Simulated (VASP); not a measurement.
# CGeF2BrH3 in VASP: further runs

Runs on CGeF2BrH3. Level: PBE. Tasks: single point, relaxation of the atoms.

Program: VASP 6.6.1. These are calculated values, not measurements. Logs are shortened: lines on timing, memory, paths and dates and some standing lists are left out, and cuts for length are marked.

## (1) The undisturbed molecule

The cell holds a molecule in a box, 8 atoms: a = 13.000 Å, b = 13.000 Å, c = 13.000 Å, α = 90.00°, β = 90.00°, γ = 90.00°.

## (2) Single point, PBE (atoms moved at random, drawn with an rms of 0.05 Å)

Contents of INCAR:

```
SYSTEM = GeH3CBrF2
ALGO = Fast
EDIFF = 1E-6
ENCUT = 520
GGA = PE
ISIF = 2
ISMEAR = 0
LASPH = .TRUE.
LCHARG = .FALSE.
LREAL = .FALSE.
LWAVE = .FALSE.
NBANDS = 31
NELM = 60
PREC = Accurate
SIGMA = 0.01
```

Contents of KPOINTS:

```
k-points
0
G
  1 1 1
  0 0 0
```

Contents of POSCAR:

```
GeH3CBrF2
1.0
   13.0000000000      0.0000000000      0.0000000000
    0.0000000000     13.0000000000      0.0000000000
    0.0000000000      0.0000000000     13.0000000000
C Ge F Br H
1 1 2 1 3
Direct
    0.4497360000      0.4276440000      0.5841310000
    0.5125560000      0.5027130000      0.4657040000
    0.6268540000      0.5436050000      0.4916350000
    0.5180040000      0.4241190000      0.3604450000
    0.4124240000      0.6439630000      0.4169200000
    0.3717750000      0.4002910000      0.5640350000
    0.4460090000      0.4726410000      0.6447310000
    0.5048350000      0.3594480000      0.5931100000
```

Potentials or basis: VASP PAW PBE potentials, release 64 (C, Ge_d, F, Br, H).

Started as:

```console
$ cat potpaw_PBE.64/C/POTCAR potpaw_PBE.64/Ge_d/POTCAR potpaw_PBE.64/F/POTCAR potpaw_PBE.64/Br/POTCAR potpaw_PBE.64/H/POTCAR > POTCAR
$ mpirun -np 1 vasp_gam > vasp.out
```

OUTCAR:

```text
SYSTEM = GeH3CBrF2
   EDIFF = 1E-6
   ENCUT = 520
   GGA = PE
   ISIF = 2
   ISMEAR = 0
   LASPH = .TRUE.
   LREAL = .FALSE.
   NELM = 60
   PREC = Accurate

 ion  position               nearest neighbor table
   1  0.450  0.428  0.584-   7 0.98   6 1.11   8 1.15   2 2.00
   2  0.513  0.503  0.466-   3 1.61   4 1.71   1 2.00   5 2.34
   3  0.627  0.544  0.492-   2 1.61
   4  0.518  0.424  0.360-   2 1.71
   5  0.412  0.644  0.417-   2 2.34
   6  0.372  0.400  0.564-   1 1.11
   7  0.446  0.473  0.645-   1 0.98
   8  0.505  0.359  0.593-   1 1.15

  LATTYP: Found a simple cubic cell.
 ALAT       =    13.0000000000

  Lattice vectors:

 A1 = (  13.0000000000,   0.0000000000,   0.0000000000)
 A2 = (   0.0000000000,  13.0000000000,   0.0000000000)
 A3 = (   0.0000000000,   0.0000000000,  13.0000000000)

Analysis of symmetry for initial positions (statically):
=====================================================================
 Subroutine PRICEL returns:
 Original cell was already a primitive cell.

 Routine SETGRP: Setting up the symmetry group for a
 simple cubic supercell.

 Subroutine GETGRP returns: Found  1 space group operations
 (whereof  1 operations were pure point group operations)
 out of a pool of 48 trial point group operations.

The static configuration has the point symmetry C_1 .

Analysis of symmetry for dynamics (positions and initial velocities):
=====================================================================
 Subroutine PRICEL returns:
 Original cell was already a primitive cell.

 Routine SETGRP: Setting up the symmetry group for a
 simple cubic supercell.

 Subroutine GETGRP returns: Found  1 space group operations
 (whereof  1 operations were pure point group operations)
 out of a pool of 48 trial point group operations.

The dynamic configuration has the point symmetry C_1 .

 Subroutine INISYM returns: Found  1 space group operations
 (whereof  1 operations are pure point group operations),
 and found     1 'primitive' translations

----------------------------------------------------------------------------------------

                                     Primitive cell

  volume of cell :    2197.0000

  direct lattice vectors                    reciprocal lattice vectors
    13.000000000  0.000000000  0.000000000     0.076923077  0.000000000  0.000000000
     0.000000000 13.000000000  0.000000000     0.000000000  0.076923077  0.000000000
     0.000000000  0.000000000 13.000000000     0.000000000  0.000000000  0.076923077

  length of vectors
    13.000000000 13.000000000 13.000000000     0.076923077  0.076923077  0.076923077

  position of ions in fractional coordinates (direct lattice)
     0.449736000  0.427644000  0.584131000
     0.512556000  0.502713000  0.465704000
     0.626854000  0.543605000  0.491635000
     0.518004000  0.424119000  0.360445000
     0.412424000  0.643963000  0.416920000
     0.371775000  0.400291000  0.564035000
     0.446009000  0.472641000  0.644731000
     0.504835000  0.359448000  0.593110000

  ion indices of the primitive-cell ions
   primitive index   ion index
                 1           1
                 2           2
                 3           3
                 4           4
                 5           5
                 6           6
                 7           7
                 8           8

----------------------------------------------------------------------------------------

 KPOINTS: k-points

Automatic generation of k-mesh.
 Grid dimensions read from file:
 generate k-points for:    1    1    1

 Generating k-lattice:

  Cartesian coordinates                     Fractional coordinates (reciprocal lattice)
     0.076923077  0.000000000  0.000000000     1.000000000  0.000000000  0.000000000
     0.000000000  0.076923077  0.000000000     0.000000000  1.000000000  0.000000000
     0.000000000  0.000000000  0.076923077     0.000000000  0.000000000  1.000000000

  Length of vectors
     0.076923077  0.076923077  0.076923077

  Shift w.r.t. Gamma in fractional coordinates (k-lattice)
     0.000000000  0.000000000  0.000000000

 Subroutine IBZKPT returns following result:
 ===========================================

 Found      1 irreducible k-points:

 Following reciprocal coordinates:
            Coordinates               Weight
  0.000000  0.000000  0.000000      1.000000
   k-points           NKPTS =      1   k-points in BZ     NKDIM =      1   number of bands    NBANDS=     31
   number of dos      NEDOS =    301   number of ions     NIONS =      8
   total plane-waves  NPLWV = 941192
   dimension x,y,z NGX =    98 NGY =   98 NGZ =   98
   dimension x,y,z NGXF=   196 NGYF=  196 NGZF=  196
   ions per type =               1   1   2   1   3
   NGX,Y,Z   is equivalent  to a cutoff of  12.53, 12.53, 12.53 a.u.
   NGXF,Y,Z  is equivalent  to a cutoff of  25.06, 25.06, 25.06 a.u.
 SYSTEM =  GeH3CBrF2
   PREC   = accura    normal or accurate (medium, high low for compatibility)
   ISTART =      0    job   : 0-new  1-cont  2-samecut
   ICHARG =      2    charge: 1-file 2-atom 10-const
   ISPIN  =      1    spin polarized calculation?
   LNONCOLLINEAR =      F non collinear calculations
   LSORBIT =      F    spin-orbit coupling
   LASPH  =      T    aspherical Exc in radial PAW
   ENCUT  =  520.0 eV  38.22 Ry    6.18 a.u.  24.17 24.17 24.17*2*pi/ulx,y,z
   NELM   =     60;   NELMIN=  2; NELMDL= -5     # of ELM steps
   EDIFF  = 0.1E-05   stopping-criterion for ELM
   LREAL  =      F    real-space projection
   EDIFFG = 0.1E-04   stopping-criterion for IOM
   NSW    =      0    number of steps for IOM
   IBRION =     -1    ionic relax: 0-MD 1-quasi-New 2-CG
   NFREE  =      0    steps in history (QN), initial steepest desc. (CG)
   ISIF   =      2    stress and relaxation
   ISYM   =      2    0-nonsym 1-usesym 2-fastsym
   POTIM  = 0.5000    time-step for ionic-motion
   TEBEG  =    0.0;   TEEND  =   0.0 temperature during run
   PSTRESS=    0.0 pullay stress
   NELECT =      42.0000    total number of electrons
   NUPDOWN=      -1.0000    fix difference up-down
   EMIN   =  10.00;   EMAX   =-10.00  energy-range for DOS
   EFERMI =   0.00;   METHOD = LEGACY
   ISMEAR =     0;   SIGMA  =   0.01  broadening in eV -4-tet -1-fermi 0-gaus
   EFERMI_NEDOS =   21; number of points for ismear=-14 and -15
   IALGO  =     68    algorithm
   IMIX   =      4    mixing-type and parameters
     AMIX     =   0.40;   BMIX     =  1.00
     AMIX_MAG =   1.60;   BMIX_MAG =  1.00
  volume/ion in A,a.u.               =     274.62      1853.26
  Fermi-wavevector in a.u.,A,eV,Ry     =   0.437738  0.827205  2.607078  0.191615
  Thomas-Fermi vector in A             =   1.410786
   LORBIT       =      0    0 simple, 1 ext, 2 COOP (PROOUT), +10 PAW based schemes
   GGA     = PE    functional components
   LHFCALC =     F    Hartree Fock is set to
   AEXX    =    0.0000 exact exchange contribution
   IVDW    =     0    specifies the selected vdW correction
   LEPSILON=     F    determine dielectric tensor
   LRPA    =     F    only Hartree local field effects (RPA)
 non-spin polarized calculation
 RMM-DIIS sequential band-by-band and
 Gauss-broadening in eV      SIGMA  =   0.01
  energy-cutoff  :      520.00
  volume of cell :     2197.00
 maximum number of plane-waves:     29543
 NGX is ok and might be reduce to    98
   NGX = 49   NGY = 49   NGZ = 49

 number of electron      42.0000021 magnetization

 Free energy of the ion-electron system (eV)
  ---------------------------------------------------
  ext. energy  EPLUGINS =         0.00000000
  ---------------------------------------------------
  free energy    TOTEN  =       -36.12657543 eV

  energy without entropy =      -36.12657543  energy(sigma->0) =      -36.12657543

 E-fermi :  -7.0035     XC(G=0):  -0.7897

 val. band max:       -7.0603177600   @ k =   0.0000   0.0000   0.0000
 cond. band min:      -1.9033300758   @ k =   0.0000   0.0000   0.0000
 fundamental gap:      5.1569876842
 Fermi energy:        -7.0035045701

 k-point     1 :       0.0000    0.0000    0.0000
  band No.  band energies     occupation
      1     -31.7780      2.00000
      2     -30.9443      2.00000
      3     -30.2646      2.00000
      4     -30.2327      2.00000
      5     -30.2063      2.00000
      6     -28.9933      2.00000
[... 23 lines left out ...]
     30       0.9578      0.00000
     31       1.0431      0.00000

------------------------ aborting loop because EDIFF is reached ----------------------------------------

  FORCE on cell =-STRESS in cart. coord.  units (eV):
  Direction    XX          YY          ZZ          XY          YZ          ZX
  --------------------------------------------------------------------------------------
  -------------------------------------------------------------------------------------
  Total        4.5173946      1.6591606      3.7161212      2.6361651      4.2164027      1.7070395
  in kB        3.2943410      1.2099542      2.7100069      1.9224415      3.0748406      1.2448703
  external PRESSURE =       2.4047674 kB  Pullay stress =       0.0000000 kB

 VOLUME and BASIS-vectors are now :
 -----------------------------------------------------------------------------
  energy-cutoff  :      520.00
  volume of cell :     2197.00
      direct lattice vectors                 reciprocal lattice vectors
    13.000000000  0.000000000  0.000000000     0.076923077  0.000000000  0.000000000
     0.000000000 13.000000000  0.000000000     0.000000000  0.076923077  0.000000000
     0.000000000  0.000000000 13.000000000     0.000000000  0.000000000  0.076923077

 POSITION                                       TOTAL-FORCE (eV/Angst)
 -----------------------------------------------------------------------------------
      5.84657      5.55937      7.59370         1.187448     -3.778995     -4.705078
      6.66323      6.53527      6.05415        -5.536189     -0.783028      0.637459
      8.14910      7.06686      6.39126         4.411734      1.429937      0.828915
      6.73405      5.51355      4.68578         0.278778     -0.670722     -0.897369
      5.36151      8.37152      5.41996         0.229532     -0.163574      0.012392
      4.83307      5.20378      7.33245         0.394058      0.052392     -0.144788
      5.79812      6.14433      8.38150         0.024971      2.945011      4.080300
      6.56285      4.67282      7.71043        -0.990332      0.968978      0.188169
 -----------------------------------------------------------------------------------
    total drift:                               -0.002797      0.001990      0.001543

  FREE ENERGIE OF THE ION-ELECTRON SYSTEM (eV)
  ---------------------------------------------------
  free  energy   TOTEN  =       -36.1265754343 eV

  energy  without entropy=      -36.1265754343  energy(sigma->0) =      -36.12657543
```

Run time: 2.6 min. Hardware: 1 thread of Intel Xeon 6975P-C (Granite Rapids), shared host; peak memory 1.9 GiB.

What came out:

- Free energy: -36.1266 eV
- Largest force: 6.150 eV/Å
- Gap between the frontier levels: 5.16 eV

Forces on the atoms (eV/Å):
```
C    1.187 -3.779 -4.705
Ge  -5.536 -0.783  0.637
F    4.412  1.430  0.829
F    0.279 -0.671 -0.897
Br   0.230 -0.164  0.012
H    0.394  0.052 -0.145
H    0.025  2.945  4.080
H   -0.990  0.969  0.188
```

Levels at points of the mesh, in eV from the valence-band top:
| k point | band 18 | band 19 | band 20 | band 21 | band 22 | band 23 | band 24 | band 25 |
| --- | --- | --- | --- | --- | --- | --- | --- | --- |
| (0.00, 0.00, 0.00) | -2.25 | -0.93 | -0.06 | 0.00 | 5.16 | 6.68 | 7.15 | 7.30 |

## (3) Relaxation of the atoms, PBE (atoms moved at random, drawn with an rms of 0.02 Å)

Contents of INCAR:

```
SYSTEM = GeH3CBrF2
  ALGO = Normal
  EDIFF = 1E-7
  EDIFFG = -0.01
  ENCUT = 520
  GGA = PE
  IBRION = 2
  ISIF = 2
  ISMEAR = 0
  LASPH = .True.
  LCHARG = .False.
  LREAL = .False.
  LWAVE = .False.
  NELM = 100
  NSW = 40
  PREC = Accurate
  SIGMA = 0.01
```

Contents of KPOINTS:

```
k-points
0
Gamma
  1 1 1
  0 0 0
```

Contents of POSCAR:

```
GeH3CBrF2
1.0
   13.0000000000      0.0000000000      0.0000000000
    0.0000000000     13.0000000000      0.0000000000
    0.0000000000      0.0000000000     13.0000000000
C Ge F Br H
1 1 2 1 3
Direct
    0.4505390000      0.4265870000      0.5789470000
    0.5052160000      0.5036490000      0.4659030000
    0.6295540000      0.5444350000      0.4904180000
    0.5171170000      0.4241780000      0.3587160000
    0.4115070000      0.6436870000      0.4165760000
    0.3731690000      0.3986330000      0.5622120000
    0.4475220000      0.4747920000      0.6457090000
    0.5006540000      0.3610210000      0.5938130000
```

Potentials or basis: VASP PAW PBE potentials, release 64 (C, Ge_d, F, Br, H).

Started as:

```console
$ cat potpaw_PBE.64/C/POTCAR potpaw_PBE.64/Ge_d/POTCAR potpaw_PBE.64/F/POTCAR potpaw_PBE.64/Br/POTCAR potpaw_PBE.64/H/POTCAR > POTCAR
$ mpirun -np 1 vasp_gam > vasp.out
```

Wall time 25 min (1 thread of Intel Xeon 6975P-C (Granite Rapids), shared host); peak memory 1.9 GiB.

It converged, with:

```
Free energy                     : -36.8097 eV
Energy gained by relaxing       : 3.3 meV/atom
Ionic steps                     : 20
Largest force after relaxing    : 0.009 eV/Å
Gap between the frontier levels : 5.25 eV
```

Forces in eV/Å, atoms in the order of the input:
```
C    0.002  0.002  0.000
Ge  -0.002 -0.003 -0.002
F    0.000 -0.001  0.003
F   -0.003  0.007  0.005
Br   0.004 -0.001 -0.003
H   -0.002 -0.005  0.001
H    0.000  0.003  0.000
H    0.001 -0.001 -0.004
```

Step by step:
| step | energy change (eV) | largest force (eV/Å) | pressure (GPa) |
| --- | --- | --- | --- |
| 1 | 0.0000 | 0.8697 | 0.07 |
| 2 | 0.0153 | 1.6516 | -0.03 |
| 3 | -0.0160 | 0.5107 | 0.03 |
| 4 | -0.0232 | 0.2572 | -0.02 |
| 5 | -0.0237 | 0.1883 | -0.01 |
| 6 | -0.0247 | 0.2128 | -0.01 |
| 7 | -0.0254 | 0.0886 | -0.01 |
| 8 | -0.0258 | 0.0490 | -0.01 |
| 9 | -0.0259 | 0.0785 | -0.01 |
| 10 | -0.0262 | 0.0378 | -0.01 |
| 11 | -0.0262 | 0.0481 | -0.01 |
| 12 | -0.0262 | 0.0894 | -0.01 |
| 13 | -0.0263 | 0.0186 | -0.01 |
| 14 | -0.0263 | 0.0137 | -0.01 |
| 15 | -0.0263 | 0.0165 | -0.01 |
| 16 | -0.0264 | 0.0120 | -0.01 |
| 17 | -0.0264 | 0.0157 | -0.01 |
| 18 | -0.0264 | 0.0105 | -0.01 |
| 19 | -0.0264 | 0.0125 | -0.01 |
| 20 | -0.0264 | 0.0090 | -0.01 |

Final structure:
```
C Ge F Br H
1.0
    13.00000    0.00000    0.00000
     0.00000   13.00000    0.00000
     0.00000    0.00000   13.00000
C Ge F Br H
1 1 2 1 3
Direct
  0.45027 0.42564 0.58034
  0.50419 0.50306 0.46544
  0.62974 0.54451 0.49065
  0.51752 0.42424 0.35711
  0.41150 0.64484 0.41565
  0.37282 0.39879 0.56090
  0.44766 0.47572 0.64803
  0.50157 0.36018 0.59417
```

Levels at points of the mesh, in eV from the valence-band top:
| k point | band 19 | band 20 | band 21 | band 22 | band 23 | band 24 |
| --- | --- | --- | --- | --- | --- | --- |
| (0.00, 0.00, 0.00) | -0.91 | -0.03 | 0.00 | 5.25 | 6.95 | 7.21 |
